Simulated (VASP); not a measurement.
Output of a VASP run:

**OSZICAR**
```
       N       E                     dE             d eps       ncg     rms          rms(c)
DAV:   1     0.128219219131E+02    0.12822E+02   -0.48865E+03   880   0.896E+02
DAV:   2    -0.131114045973E+02   -0.25933E+02   -0.23253E+02   944   0.135E+02
DAV:   3    -0.134684204506E+02   -0.35702E+00   -0.35702E+00   944   0.177E+01
DAV:   4    -0.134689058886E+02   -0.48544E-03   -0.48544E-03  1048   0.633E-01
DAV:   5    -0.134689062630E+02   -0.37445E-06   -0.37445E-06   928   0.119E-02    0.720E+00
DAV:   6    -0.119333110271E+02    0.15356E+01   -0.10269E+01   752   0.225E+01    0.231E+00
DAV:   7    -0.119176350616E+02    0.15676E-01   -0.52465E-02   784   0.271E+00    0.132E+00
DAV:   8    -0.119119577749E+02    0.56773E-02   -0.25936E-02   776   0.243E+00    0.164E-01
DAV:   9    -0.119118450053E+02    0.11277E-03   -0.43936E-04  1048   0.189E-01    0.760E-02
DAV:  10    -0.119119549548E+02   -0.10995E-03   -0.14027E-04   784   0.126E-01    0.542E-03
DAV:  11    -0.119119551475E+02   -0.19272E-06   -0.99445E-07   960   0.903E-03
   1 F= -.11911955E+02 E0= -.11911955E+02  d E =-.119120E+02
```

**OUTCAR**
```
------------------------ aborting loop because EDIFF is reached ----------------------------------------
  FORCE on cell =-STRESS in cart. coord.  units (eV):
  Direction    XX          YY          ZZ          XY          YZ          ZX
  --------------------------------------------------------------------------------------
  Total       -0.0062213     -0.0062213     -0.0062213      0.0000000     -0.0000000      0.0000000
  in kB       -0.5205038     -0.5205038     -0.5205038      0.0000000     -0.0000000      0.0000000
  external PRESSURE =      -0.5205038 kB  Pullay stress =       0.0000000 kB
  volume of cell :       19.15
      direct lattice vectors                 reciprocal lattice vectors
     0.000000000  2.123474012  2.123474012    -0.235463207  0.235463207  0.235463207
     2.123474012  0.000000000  2.123474012     0.235463207 -0.235463207  0.235463207
     2.123474012  2.123474012  0.000000000     0.235463207  0.235463207 -0.235463207
  FREE ENERGIE OF THE ION-ELECTRON SYSTEM (eV)
  ---------------------------------------------------
  free  energy   TOTEN  =       -11.9119551475 eV

  energy  without entropy=      -11.9119551475  energy(sigma->0) =      -11.91195515

 reached required accuracy - stopping structural energy minimisation
```
(Selected blocks of OUTCAR.)

POSCAR:
```
MgO
1
    0.0000000000     2.1234740118     2.1234740118
    2.1234740118     0.0000000000     2.1234740118
    2.1234740118     2.1234740118     0.0000000000
Mg O
1 1
Direct
  0.0000000000   0.0000000000   0.0000000000
  0.5000000000   0.5000000000   0.5000000000
```

Problem. Reconstruct the remaining input files.

Solution. One answer among several that fit: the input of the run itself, PBE GGA, plane waves, VASP's PBE PAW potentials (set 64).

File KPOINTS:
```
kpoints
0
Gamma
10 10 10
```

INCAR:
```
! general
SYSTEM  =  MgO
PREC    =  Accurate
ENCUT   =  530
LREAL   =  .FALSE.   ! projection in real space or not
LASPH   =  .TRUE.

! electronic loop
EDIFF   =  1E-6   ! SCF stop (eV)
NELM    =  100   ! most electronic steps
ALGO    =  Normal   ! blocked Davidson

! smearing
ISMEAR  =  0   ! Gaussian
SIGMA   =  0.05

! functional
GGA     =  PE

! ions
IBRION  =  2   ! conjugate gradients
NSW     =  60
ISIF    =  3   ! ions, shape and volume
EDIFFG  =  -0.01

! output
LWAVE   =  .FALSE.
LCHARG  =  .FALSE.
```

POTCAR, in this order: Mg O (PBE.64 set). Program: vasp_std.

The compound is MgO in the rock salt structure. It was relaxed first. The start is the result of an earlier pass.
